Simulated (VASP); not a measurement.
Consider the following.

```yaml
crystal:
  lattice:
    - [3.02598, 0.00000, 0.00000]
    - [0.00000, 3.06858, 0.00000]
    - [0.00000, 0.00000, 3.07455]
  atoms:
    - { symbol: Ti, position: [0.00000, 0.00000, 0.00000] }
    - { symbol: Co, position: [0.52402, 0.50000, 0.50000] }
```
Cell charge +0.5.

Level of theory: PBE GGA, VASP's PBE PAW potentials (set 64) (plane waves; VASP 6.6.1). Numerical set-up: NELECT = 20.5, 400 eV cut-off, 11×11×11 Γ-centred mesh, Gaussian smearing of 0.050 eV, potentials Ti_sv Co.

The cell is charged, with a uniform compensating background.

Question: Predict the energy per atom (σ→0), pressure, largest force, band gap (on the k-mesh) with the smallest direct gap where there is one.

Answer: 
The band gap (on the k-mesh) is none (metal, semimetal or under 0.01 eV) and the energy per atom (σ→0) is -962.8 kJ/mol-atom. The pressure is -47.33 GPa and the largest force is 0.215 eV/Å.

Total energies compare only between runs with the same potentials, cut-off and functional.

The compound is TiCo in the CsCl type structure. The cell was not relaxed at this level, atoms are displaced from their ideal sites. The run is one of a series of settings (ISMEAR = 0, NELECT = 20.5, SIGMA = 0.05 against the base run), some of them coarse on purpose. The run is not spin-polarised, so no magnetic state was tried.
